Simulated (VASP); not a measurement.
A run of VASP 6.6.1:

File INCAR:

```
SYSTEM = CuGe3
  PREC = Accurate
  ENCUT = 600
  EDIFF = 1E-6
  ISMEAR = 0
  SIGMA = 0.05
  LREAL = .False.
  LASPH = .True.
  NELM = 80
  ALGO = Normal
  ISIF = 3
  LWAVE = .False.
  LCHARG = .False.
  GGA = PE
  IBRION = 2
  NSW = 40
  EDIFFG = -0.02
```

Contents of KPOINTS:

```
regular mesh
0
Gamma
  9 9 9
  0 0 0
```

Contents of POSCAR:

```
CuGe3
1.0
   -2.1100886800      2.1100886800      4.2269054400
    2.1100886800     -2.1100886800      4.2269054400
    2.1100886800      2.1100886800     -4.2269054400
Cu Ge
1 3
Direct
    0.0000000000      0.0000000000      0.0000000000
    0.5000000000      0.5000000000      0.0000000000
    0.7500000000      0.2500000000      0.5000000000
    0.2500000000      0.7500000000      0.5000000000
```

Potentials or basis: VASP PAW PBE potentials, release 64 (Cu, Ge_d).

Command:

```sh
$ cat potpaw_PBE.64/Cu/POTCAR potpaw_PBE.64/Ge_d/POTCAR > POTCAR
$ mpirun -np 1 vasp_std > vasp.out
```

Hardware: 1 thread of Intel(R) Xeon(R) 6975P-C (Granite Rapids), on a shared host.

Q: Estimate the wall time of this run.

A: Wall time 7.3 min on 1 thread of Intel(R) Xeon(R) 6975P-C (Granite Rapids), on a shared host, peak memory 0.39 GiB. Counts: scf iterations 37, k points 75, ion steps 3.
